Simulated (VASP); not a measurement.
Here is the system:

```xyz
3
Lattice="1.5737 0.9086 6.5048 -1.5737 0.9086 6.5048 0.0000 -1.8172 6.5048" Properties=species:S:1:pos:R:3 pbc="T T T"
W      0.0000     0.0000     0.0132
S      0.0000     0.0000     8.0853
S      0.0000     0.0000     4.9507
```

Computed with PBEsol GGA, VASP's PBE PAW potentials (set 64) (plane waves; VASP). Settings: 400 eV cut-off, 7×7×7 Γ-centred mesh, Gaussian smearing of 0.050 eV, potentials W_sv S.

Without a dispersion term in the relaxation, distances and binding between the weakly bound layers, chains or molecules are unreliable, and so is what depends on them.

**Question.** Estimate the energy per atom (σ→0).

**Answer.** 
```
Item                            Value
---------------------  --------------
energy per atom (σ→0)  -8.424 eV/atom
```

The absolute energy has meaning only against runs of the same code, potentials and settings.

The structure comes from a computed database's WS2 entry (R3m); how it stands against other phases isn't given here. It was relaxed first. The start is the result of an earlier pass.
